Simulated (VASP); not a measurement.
# MnHg (Pm-3m) in VASP: notebook

One crystal, MnHg, is run at these levels: LDA; tasks: single point.

All numbers are computed with VASP 6.6.1; they aren't measurements. Logs are shortened: lines on timing, memory, paths and dates and some standing lists are left out, and cuts for length are marked.

**1. The structure**

Symmetry: Pm-3m, No. 221, cubic system. Conventional cell: a = 3.315 Å, b = 3.315 Å, c = 3.315 Å, α = 90.00°, β = 90.00°, γ = 90.00°. Hg (site symmetry m-3m) is surrounded by 8 Mn at 2.87 Å. Mn (site symmetry m-3m) is surrounded by 8 Hg at 2.87 Å.

**2. Single point, LDA, collinear spin, ferromagnetic start**

INCAR reads:

```
PREC = Accurate ; ENCUT = 550
EDIFF = 1E-7 ; ISMEAR = 0
SIGMA = 0.05 ; LREAL = False
LASPH = True ; NELM = 120
ALGO = Fast ; ISIF = 2
LWAVE = False ; LCHARG = False
ISPIN = 2 ; MAGMOM = 0 4
LORBIT = 11 ; LMAXMIX = 4
NBANDS = 24
```

KPOINTS reads:

```
Automatic mesh
0
Gamma
  8 8 8
```

POSCAR reads:

```
MnHg
1.0
    3.3150000000      0.0000000000      0.0000000000
    0.0000000000      3.3150000000      0.0000000000
    0.0000000000      0.0000000000      3.3150000000
Hg Mn
1 1
Direct
    0.0000000000      0.0000000000      0.0000000000
    0.5000000000      0.5000000000      0.5000000000
```

Potentials or basis: VASP PAW LDA potentials, release 64 (Hg_sv_GW, Mn_GW).

Launch:

```
$ cat potpaw_LDA.64/Hg_sv_GW/POTCAR potpaw_LDA.64/Mn_GW/POTCAR > POTCAR
$ mpirun -np 1 vasp_std > vasp.out
```

OUTCAR:

```text
PREC = Accurate
   ENCUT = 550
   EDIFF = 1E-7
   ISMEAR = 0
   LREAL = False
   LASPH = True
   NELM = 120
   ISIF = 2
   ISPIN = 2
   LORBIT = 11

 ion  position               nearest neighbor table
   1  0.000  0.000  0.000-   2 2.87   2 2.87   2 2.87   2 2.87   2 2.87   2 2.87   2 2.87   2 2.87

   2  0.500  0.500  0.500-   1 2.87   1 2.87   1 2.87   1 2.87   1 2.87   1 2.87   1 2.87   1 2.87

  LATTYP: Found a simple cubic cell.
 ALAT       =     3.3150000000

  Lattice vectors:

 A1 = (   3.3150000000,   0.0000000000,   0.0000000000)
 A2 = (   0.0000000000,   3.3150000000,   0.0000000000)
 A3 = (   0.0000000000,   0.0000000000,   3.3150000000)

Analysis of symmetry for initial positions (statically):
=====================================================================
 Subroutine PRICEL returns:
 Original cell was already a primitive cell.

 Routine SETGRP: Setting up the symmetry group for a
 simple cubic supercell.

 Subroutine GETGRP returns: Found 48 space group operations
 (whereof 48 operations were pure point group operations)
 out of a pool of 48 trial point group operations.

The static configuration has the point symmetry O_h .

Analysis of symmetry for dynamics (positions and initial velocities):
=====================================================================
 Subroutine PRICEL returns:
 Original cell was already a primitive cell.

 Routine SETGRP: Setting up the symmetry group for a
 simple cubic supercell.

 Subroutine GETGRP returns: Found 48 space group operations
 (whereof 48 operations were pure point group operations)
 out of a pool of 48 trial point group operations.

The dynamic configuration has the point symmetry O_h .

Analysis of structural, dynamic, and magnetic symmetry:
=====================================================================
 Subroutine PRICEL returns:
 Original cell was already a primitive cell.

 Routine SETGRP: Setting up the symmetry group for a
 simple cubic supercell.

 Subroutine GETGRP returns: Found 48 space group operations
 (whereof 48 operations were pure point group operations)
 out of a pool of 48 trial point group operations.

The overall configuration has the point symmetry O_h .

 Subroutine INISYM returns: Found 48 space group operations
 (whereof 48 operations are pure point group operations),
 and found     1 'primitive' translations

[... 111 lines left out ...]
   IALGO  =     68    algorithm
   IMIX   =      4    mixing-type and parameters
     AMIX     =   0.40;   BMIX     =  1.00
     AMIX_MAG =   1.60;   BMIX_MAG =  1.00
  volume/ion in A,a.u.               =      18.21       122.92
  Fermi-wavevector in a.u.,A,eV,Ry     =   1.481537  2.799699 29.864140  2.194952
  Thomas-Fermi vector in A             =   2.595435
   LORBIT       =     11    0 simple, 1 ext, 2 COOP (PROOUT), +10 PAW based schemes
   GGA     = CA    functional components
   LHFCALC =     F    Hartree Fock is set to
   AEXX    =    0.0000 exact exchange contribution
   IVDW    =     0    specifies the selected vdW correction
   LEPSILON=     F    determine dielectric tensor
   LRPA    =     F    only Hartree local field effects (RPA)
 spin polarized calculation
 RMM-DIIS sequential band-by-band and
 Gauss-broadening in eV      SIGMA  =   0.05
  energy-cutoff  :      550.00
  volume of cell :       36.43
 maximum number of plane-waves:      1080
 NGX is ok and might be reduce to    28
   NGX = 13   NGY = 13   NGZ = 13

 number of electron      27.0000003 magnetization       3.7226220

 Free energy of the ion-electron system (eV)
  ---------------------------------------------------
  ext. energy  EPLUGINS =         0.00000000
  ---------------------------------------------------
  free energy    TOTEN  =        -9.90129541 eV

  energy without entropy =       -9.89841004  energy(sigma->0) =       -9.89985272

 E-fermi :   6.1023     XC(G=0): -12.2263

 val. band max:        6.0889728920   @ k =   0.3750   0.1250   0.0000
 cond. band min:       6.1094918145   @ k =   0.5000   0.2500   0.1250
 fundamental gap:      0.0205189225
 Fermi energy:         6.1023038798

 spin component 1

 k-point     1 :       0.0000    0.0000    0.0000
  band No.  band energies     occupation
      1    -108.8818      1.00000
      2     -57.4674      1.00000
      3     -57.4674      1.00000
      4     -57.4674      1.00000
      5      -3.3965      1.00000
      6      -1.9988      1.00000
[... 637 lines left out ...]
     23      23.8221      0.00000
     24      23.9341      0.00000

 [... further k-points ...]

 spin component 2

 k-point     1 :       0.0000    0.0000    0.0000
  band No.  band energies     occupation
      1    -108.8623      1.00000
      2     -57.4472      1.00000
      3     -57.4472      1.00000
      4     -57.4472      1.00000
      5      -3.1266      1.00000
      6      -1.9546      1.00000
[... 637 lines left out ...]
     23      24.3820      0.00000
     24      24.5436      0.00000

 [... further k-points ...]
[... 5 lines left out ...]
  --------------------------------------------------------------------------------------
  -------------------------------------------------------------------------------------
  Total       -2.3966154     -2.3966154     -2.3966154     -0.0000000     -0.0000000      0.0000000
  in kB     -105.4042988   -105.4042988   -105.4042988     -0.0000000     -0.0000000      0.0000000
  external PRESSURE =    -105.4042988 kB  Pullay stress =       0.0000000 kB

 VOLUME and BASIS-vectors are now :
 -----------------------------------------------------------------------------
  energy-cutoff  :      550.00
  volume of cell :       36.43
      direct lattice vectors                 reciprocal lattice vectors
     3.315000000  0.000000000  0.000000000     0.301659125  0.000000000  0.000000000
     0.000000000  3.315000000  0.000000000     0.000000000  0.301659125  0.000000000
     0.000000000  0.000000000  3.315000000     0.000000000  0.000000000  0.301659125

 POSITION                                       TOTAL-FORCE (eV/Angst)
 -----------------------------------------------------------------------------------
      0.00000      0.00000      0.00000         0.000000      0.000000      0.000000
      1.65750      1.65750      1.65750         0.000000      0.000000      0.000000
 -----------------------------------------------------------------------------------
    total drift:                               -0.000000      0.000000      0.000000

  FREE ENERGIE OF THE ION-ELECTRON SYSTEM (eV)
  ---------------------------------------------------
  free  energy   TOTEN  =        -9.9012954095 eV

  energy  without entropy=       -9.8984100402  energy(sigma->0) =       -9.89985272

 total charge

# of ion       s       p       d       f       tot
--------------------------------------------------
    1        2.570   6.535   8.788   0.009  17.901
    2        0.306   0.287   5.102   0.005   5.700
--------------------------------------------------
tot          2.876   6.822  13.889   0.014  23.601

 magnetization (x)

# of ion       s       p       d       f       tot
--------------------------------------------------
    1       -0.030  -0.062   0.044   0.003  -0.045
    2        0.021   0.008   3.607   0.000   3.636
--------------------------------------------------
tot         -0.009  -0.054   3.651   0.004   3.591
```

stdout:

```text
POSCAR found type information on POSCAR HgMn
 POSCAR found :  2 types and       2 ions
 scaLAPACK will be used
 LDA part: xc-table for (Slater(with rela. corr.)+CA(PZ))
 , standard interpolation
 POSCAR, INCAR and KPOINTS ok, starting setup
 FFT: planning ... GRIDC
 FFT: planning ... GRID_SOFT
 FFT: planning ... GRID
 WAVECAR not read
 entering main loop
WARNING in EDDRMM: call to ZHEGV failed, returncode =   6  3     18
WARNING in EDDRMM: call to ZHEGV failed, returncode =   8  4     20
```

It took 99 s on 1 thread of Intel Xeon Platinum 8259CL at 2.50GHz (Skylake/Cascade Lake), shared host; peak memory 0.2 GiB.

Results:

```
Free energy                                           : -9.9013 eV
Pressure                                              : -10.5 GPa
Band gap on the k mesh                                : none (metal or under the smearing width)
Net moment                                            : 3.72 μB per cell
Site moments                                          : Hg -0.04; Mn +3.64 μB
Valence electrons inside the program's atomic spheres : Hg 17.90; Mn 5.70
```

The run has no spin-orbit coupling, so splittings on Hg are missing.

**3. Single point, LDA, collinear spin, ferromagnetic start**

run.py reads:

```python
from ase.calculators.vasp import Vasp
from ase.dft.bandgap import bandgap
from ase.spacegroup import crystal

atoms = crystal(
    ['Hg', 'Mn'],
    basis=[[0.0, 0.0, 0.0], [0.5, 0.5, 0.5]],
    spacegroup=221,
    setting=1,
    cellpar=[3.315, 3.315, 3.315, 90.0, 90.0, 90.0],
    primitive_cell=True,
)
atoms.set_initial_magnetic_moments([0.0, 4.0])
calc = Vasp(
    directory='calc',
    xc='lda',
    pp='LDA',
    setups={'base': 'minimal', 'Hg': '_sv_GW', 'Mn': '_GW'},
    prec='Accurate',
    encut=550,
    ediff=1e-07,
    ismear=0,
    sigma=0.05,
    lreal=False,
    lasph=True,
    nelm=150,
    algo='Normal',
    isif=2,
    lwave=False,
    lcharg=True,
    ispin=2,
    lorbit=11,
    lmaxmix=4,
    lelf=True,
    lvhar=True,
    kpts=[8, 8, 8],
    gamma=True,
    nbands=24,
)
atoms.calc = calc

print('energy (eV):', atoms.get_potential_energy())
print('free energy (eV):', atoms.get_potential_energy(force_consistent=True))
print('forces (eV/A):')
print(atoms.get_forces())
print('stress (eV/A^3, Voigt):', atoms.get_stress())
print('Fermi level (eV):', calc.get_fermi_level())
print('moment (muB):', atoms.get_magnetic_moment())
print('site moments (muB):', atoms.get_magnetic_moments())
gap, top, bottom = bandgap(calc)
print('band gap (eV):', gap, 'from (spin, k, band)', top, 'to', bottom)
```

Potentials or basis: VASP PAW LDA potentials, release 64 (Hg_sv_GW, Mn_GW).

Launch:

```
$ python run.py
```

Run time: 77 s. Hardware: 1 thread of Intel Xeon Platinum 8259CL at 2.50GHz (Skylake/Cascade Lake), shared host; peak memory 0.2 GiB.

The run converged. Its results:

```
Free energy                                           : -9.9013 eV
Pressure                                              : -10.6 GPa
Band gap on the k mesh                                : none (metal or under the smearing width)
Net moment                                            : 3.72 μB per cell
Site moments                                          : Hg -0.04; Mn +3.64 μB
Valence electrons inside the program's atomic spheres : Hg 17.90; Mn 5.70
```

Levels at points of the mesh, in eV from the Fermi level:
Spin up:
| k point | band 12 | band 13 | band 14 | band 15 | band 16 | band 17 | band 18 | band 19 |
| --- | --- | --- | --- | --- | --- | --- | --- | --- |
| (0.00, 0.00, 0.00) | -2.49 | -1.65 | -1.65 | -1.65 | 4.96 | 4.96 | 4.96 | 8.79 |
| (0.50, 0.00, 0.00) | -2.85 | -2.37 | -2.37 | -1.87 | -1.15 | 10.09 | 10.09 | 10.78 |
| (0.50, 0.50, 0.00) | -1.68 | -1.68 | -1.55 | -1.50 | -1.50 | 0.90 | 3.18 | 11.65 |
| (0.50, 0.50, 0.50) | -3.39 | -1.53 | -1.53 | 0.49 | 4.28 | 4.28 | 4.28 | 4.64 |
Spin down:
```
           k point  band 8  band 9  band 10  band 11  band 12  band 13  band 14  band 15  band 16  band 17
(0.00, 0.00, 0.00)   -6.89   -6.89    -6.89     0.21     0.21     1.40     1.40     1.40     5.37     5.37
(0.50, 0.00, 0.00)   -7.25   -6.79    -4.80    -4.29    -0.16     0.37     0.37     1.20     1.87    10.76
(0.50, 0.50, 0.00)   -7.32   -6.33    -3.36    -1.18    -1.18     0.40     1.24     1.24     1.71     3.18
(0.50, 0.50, 0.50)   -6.31   -6.31    -1.50    -1.50    -1.50     0.48     1.75     1.75     5.70     5.70
```

The run has no spin-orbit coupling, so splittings on Hg are missing.
